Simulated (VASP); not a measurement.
Output of a VASP run:

**OSZICAR**
```
       N       E                     dE             d eps       ncg     rms          rms(c)
DAV:   1     0.423608300005E+02    0.42361E+02   -0.88922E+03  2184   0.122E+03
DAV:   2    -0.622955144244E+01   -0.48590E+02   -0.47653E+02  2284   0.255E+02
DAV:   3    -0.847360732880E+01   -0.22441E+01   -0.21287E+01  2981   0.315E+01
DAV:   4    -0.852870370220E+01   -0.55096E-01   -0.54781E-01  2555   0.483E+00
DAV:   5    -0.853028640670E+01   -0.15827E-02   -0.16100E-02  3170   0.664E-01    0.231E+01
DAV:   6    -0.853334817295E+01   -0.30618E-02   -0.23332E-02  2659   0.133E+00    0.138E+01
DAV:   7    -0.854348233966E+01   -0.10134E-01   -0.43876E-02  2607   0.183E+00    0.218E-01
DAV:   8    -0.854332756697E+01    0.15477E-03   -0.22192E-03  2609   0.380E-01    0.646E-02
DAV:   9    -0.854336828281E+01   -0.40716E-04   -0.21960E-04  2669   0.118E-01    0.365E-02
DAV:  10    -0.854335127341E+01    0.17009E-04   -0.34715E-05  2664   0.427E-02    0.450E-02
DAV:  11    -0.854335766376E+01   -0.63903E-05   -0.51675E-06  2569   0.178E-02    0.192E-03
DAV:  12    -0.854335823455E+01   -0.57080E-06   -0.29112E-07  2679   0.451E-03    0.438E-03
DAV:  13    -0.854335765550E+01    0.57905E-06   -0.54007E-08  1532   0.182E-03    0.501E-04
DAV:  14    -0.854335760870E+01    0.46798E-07   -0.10147E-08  1487   0.943E-04
   1 F= -.85433576E+01 E0= -.85433576E+01  d E =0.000000E+00
```

File OUTCAR:
```
------------------------ aborting loop because EDIFF is reached ----------------------------------------
  FORCE on cell =-STRESS in cart. coord.  units (eV):
  Direction    XX          YY          ZZ          XY          YZ          ZX
  --------------------------------------------------------------------------------------
  Total       -0.1291694     -0.1291694      0.2150435      0.0000000      0.0000000      0.0000000
  in kB       -3.0834890     -3.0834880      5.1334476      0.0000000      0.0000000      0.0000000
  external PRESSURE =      -0.3445098 kB  Pullay stress =       0.0000000 kB
  volume of cell :       67.12
      direct lattice vectors                 reciprocal lattice vectors
     1.845348399 -3.196236697  0.000000000     0.270951545 -0.156433971  0.000000000
     1.845348399  3.196236697  0.000000000     0.270951545  0.156433971  0.000000000
     0.000000000  0.000000000  5.689584287     0.000000000  0.000000000  0.175759765
 POSITION                                       TOTAL-FORCE (eV/Angst)
 -----------------------------------------------------------------------------------
      1.84535      1.06541      1.42240         0.000000      0.000000      0.000000
      1.84535     -1.06541      4.26719        -0.000000     -0.000000      0.000000
 -----------------------------------------------------------------------------------
    total drift:                                0.000000      0.000113     -0.000011
  FREE ENERGIE OF THE ION-ELECTRON SYSTEM (eV)
  ---------------------------------------------------
  free  energy   TOTEN  =        -8.5433576087 eV

  energy  without entropy=       -8.5433576087  energy(sigma->0) =       -8.54335761

 total charge

# of ion       s       p       d       tot
------------------------------------------
    1        0.391   6.292   1.054   7.737
    2        0.391   6.292   1.054   7.737
--------------------------------------------------
tot          0.781  12.585   2.108  15.474
```
(Selected blocks of OUTCAR.)

File POSCAR:
```
Tb
1
    1.8453483993    -3.1962366971     0.0000000000
    1.8453483993     3.1962366971     0.0000000000
    0.0000000000     0.0000000000     5.6895842872
Tb
2
Direct
  0.3333330000   0.6666670000   0.2500000000
  0.6666670000   0.3333330000   0.7500000000
```

Reconstruct the remaining input files.

This is not unique; one that fits is the input of the run itself, revPBE GGA, plane waves, VASP's PBE PAW potentials (set 64).

### KPOINTS
```
Automatic mesh
0
Gamma
13 13 7
0 0 0
```

### INCAR
```
! general
SYSTEM  = Tb
PREC    = Accurate
ENCUT   = 520   ! plane-wave cut-off (eV)
LREAL   = .FALSE.   ! projection in real space or not
LASPH   = .TRUE.

! electronic loop
EDIFF   = 1E-7
NELM    = 100   ! most electronic steps
ALGO    = Normal   ! blocked Davidson
LMAXMIX = 6

! smearing
ISMEAR  = -5

! functional
GGA     = RE   ! revPBE

! ions
ISIF    = 2

! output
LWAVE   = .FALSE.
LCHARG  = .TRUE.
LORBIT  = 11
NEDOS   = 601
```

POTCAR, in this order: Tb_3 (PBE.64 set). Program: vasp_std.

The 4f electrons are frozen in the core of the lanthanide potential, so 4f levels, which can set the real gap, and their magnetism are missing. For a metal the tetrahedron method with Blöchl corrections gives inexact stress and forces.

The compound is Tb in the hcp structure. It was relaxed first, which changed the volume by +5 %.
